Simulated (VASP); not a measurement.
These are PBEsol GGA, VASP's PBE PAW potentials (set 64) (plane waves; VASP 6.6.1) values and carry that method's errors.

A VASP calculation is set up with these files.

**POSCAR**
```
NaCl
1
    0.0000000000     2.7959927619     2.7959927619
    2.7959927619     0.0000000000     2.7959927619
    2.7959927619     2.7959927619     0.0000000000
Na Cl
1 1
Direct
  0.0000000000   0.0000000000   0.0000000000
  0.5000000000   0.5000000000   0.5000000000
```

**KPOINTS**
```
Automatic mesh
0
Gamma
7 7 7
0 0 0
```

**INCAR**
```
SYSTEM = NaCl
PREC = Accurate
ENCUT = 530
EDIFF = 1E-7
NELM = 100
ALGO = Normal
LREAL = .FALSE.
LASPH = .TRUE.
ISMEAR = 0
SIGMA = 0.05
GGA = PS
LWAVE = .FALSE.
LCHARG = .FALSE.
IBRION = 6
ISIF = 3
NFREE = 2
POTIM = 0.015
NSW = 1
```

POTCAR, in this order: Na_pv Cl (PBE.64 set). Program: vasp_std.

The resulting files:

File OUTCAR:
```


   1 f  =    5.118014 THz    32.157428 2PiTHz  170.718558 cm-1    21.166394 meV

   2 f  =    5.118014 THz    32.157428 2PiTHz  170.718558 cm-1    21.166394 meV

   3 f  =    5.118014 THz    32.157428 2PiTHz  170.718558 cm-1    21.166394 meV

   4 f/i=    0.017087 THz     0.107363 2PiTHz    0.569971 cm-1     0.070667 meV

   5 f/i=    0.017087 THz     0.107363 2PiTHz    0.569971 cm-1     0.070667 meV

   6 f/i=    0.017087 THz     0.107363 2PiTHz    0.569971 cm-1     0.070667 meV

 ELASTIC MODULI CONTR FROM IONIC RELAXATION (kBar)
 Direction    XX          YY          ZZ          XY          YZ          ZX
 --------------------------------------------------------------------------------
 XX           0.0000      0.0000      0.0000      0.0000      0.0000      0.0000
 YY           0.0000      0.0000      0.0000      0.0000      0.0000      0.0000
 ZZ           0.0000      0.0000      0.0000      0.0000      0.0000      0.0000
 XY           0.0000      0.0000      0.0000      0.0000      0.0000      0.0000
 YZ           0.0000      0.0000      0.0000      0.0000      0.0000      0.0000
 ZX           0.0000      0.0000      0.0000      0.0000      0.0000      0.0000
 --------------------------------------------------------------------------------

 TOTAL ELASTIC MODULI (kBar)
 Direction    XX          YY          ZZ          XY          YZ          ZX
 --------------------------------------------------------------------------------
 XX         576.9466    116.9298    116.9298     -0.0000      0.0000     -0.0000
 YY         116.9298    576.9466    116.9298     -0.0000     -0.0000     -0.0000
 ZZ         116.9298    116.9298    576.9466     -0.0000     -0.0000      0.0000
 XY          -0.0000     -0.0000     -0.0000    122.8031      0.0000      0.0000
 YZ           0.0000     -0.0000     -0.0000      0.0000    122.8031      0.0000
 ZX          -0.0000     -0.0000      0.0000      0.0000      0.0000    122.8031
 --------------------------------------------------------------------------------
```
(Selected blocks of OUTCAR.)

The compound is NaCl in the rock salt structure. It was relaxed first.
